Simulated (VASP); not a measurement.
```
PbS
1.0
    2.11086     1.21871     3.45333
   -2.11086     1.21871     3.45333
    0.00000    -2.43741     3.45333
Pb S
1 1
Direct
  0.74806   0.74806   0.74806
  0.25194   0.25194   0.25194
```

The numbers are results of r2SCAN meta-GGA, VASP's PBE PAW potentials (set 64) (plane waves; VASP), not measurements. Numerical set-up: 400 eV cut-off, 9×9×9 Γ-centred mesh, tetrahedra with Blöchl corrections, potentials Pb_d S.

Unless said otherwise, spin-orbit coupling is left out, though it shifts the bands of the heavy elements here.

### Question
Predict the energy per atom (σ→0), band gap (over mesh and band path) with the smallest direct gap where there is one.

### Answer

```json
{
 "band gap (over mesh and band path)": "0.71 eV",
 "smallest direct gap (over mesh and band path)": "0.71 eV",
 "energy per atom (σ→0)": "-32.806 eV/atom"
}
```

The absolute energy has meaning only against runs of the same code, potentials and settings.

The structure was generated: PbS was put into the alpha-GeTe type (R3m), which need not be its known phase. It was relaxed first.
